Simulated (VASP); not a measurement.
Calculation: PBE GGA, VASP's PBE PAW potentials (set 64) (plane waves; VASP).

The input files of a VASP run:

POSCAR:
```
FeAl
1
    2.9100000000     0.0000000000     0.0000000000
    0.0000000000     2.9100000000     0.0000000000
    0.0000000000     0.0000000000     2.9100000000
Al Fe
1 1
Direct
  0.5000000000   0.5000000000   0.5000000000
  0.0000000000   0.0000000000   0.0000000000
```

**KPOINTS**
```
Automatic mesh
0
Gamma
16 16 16
0 0 0
```

INCAR:
```
SYSTEM=FeAl
PREC=Accurate; ENCUT=400; LREAL=F
LASPH=T
EDIFF=1E-6; NELM=100; ALGO=Normal
LMAXMIX=4
ISMEAR=1; SIGMA=0.1
GGA=PE
ISIF=2
LWAVE=F; LCHARG=F
```

POTCAR, in this order: Al Fe (PBE.64 set). Program: vasp_std.

Gaps are read on the run's mesh, which can miss a band edge.

**Question.** What does the run give for the energy per atom (σ→0), pressure, band gap (on the k-mesh)?

**Answer.** 
| Quantity | Result |
|---|---|
| energy per atom (σ→0) | -6.294 eV/atom |
| band gap (on the k-mesh) | none (metal, semimetal or under 0.01 eV) |
| pressure | -72.8 kbar |

### OSZICAR
```
...
DAV:   6    -0.169815120525E+02   -0.24270E+01   -0.79855E+01  3401   0.137E+02    0.195E+01
DAV:   7    -0.126257121600E+02    0.43558E+01   -0.40502E+01  3364   0.854E+01    0.251E+00
DAV:   8    -0.126028157821E+02    0.22896E-01   -0.22187E-01  3219   0.541E+00    0.152E+00
DAV:   9    -0.125892482703E+02    0.13568E-01   -0.51513E-02  3623   0.354E+00    0.390E-01
DAV:  10    -0.125888234221E+02    0.42485E-03   -0.10502E-03  3760   0.413E-01    0.152E-01
DAV:  11    -0.125888122950E+02    0.11127E-04   -0.24375E-05  3713   0.575E-02    0.132E-02
DAV:  12    -0.125888121419E+02    0.15310E-06   -0.11365E-06  2255   0.113E-02
   1 F= -.12588812E+02 E0= -.12588840E+02  d E =0.845440E-04
```

The compound is FeAl in the CsCl type structure. The cell was not relaxed at this level. The run is one of a series of settings (KPOINTS 16×16×16 Γ-centred mesh against the base run), some of them coarse on purpose. The run is not spin-polarised, so no magnetic state was tried. The electron count is odd and the run is not spin-polarised, which forces a metal.
